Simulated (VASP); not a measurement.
Input:

```yaml
crystal:
  lattice:
    - [0.00000, 3.53500, 3.53500]
    - [3.53500, 0.00000, 3.53500]
    - [3.53500, 3.53500, 0.00000]
  atoms:
    - { symbol: K, position: [0.00000, 0.00000, 0.00000] }
    - { symbol: I, position: [0.50000, 0.50000, 0.50000] }
```

The numbers are results of PBE GGA, VASP's PBE PAW potentials (set 64) (plane waves; VASP), not measurements. Settings: 400 eV cut-off, 5×5×5 Γ-centred mesh, Gaussian smearing of 0.050 eV, potentials K_sv I.

Unless said otherwise, spin-orbit coupling is left out, though it shifts the bands of the heavy elements here.

What does the run give for the energy per atom (σ→0), band gap (on the k-mesh) with the smallest direct gap where there is one?

```
Quantity                                          Value
-----------------------------------  ------------------
band gap (on the k-mesh)                        3.96 eV
smallest direct gap (on the k-mesh)             3.96 eV
energy per atom (σ→0)                -268.1 kJ/mol-atom
```

Total energies compare only between runs with the same potentials, cut-off and functional.

The compound is KI in the rock salt structure. The cell was not relaxed at this level.
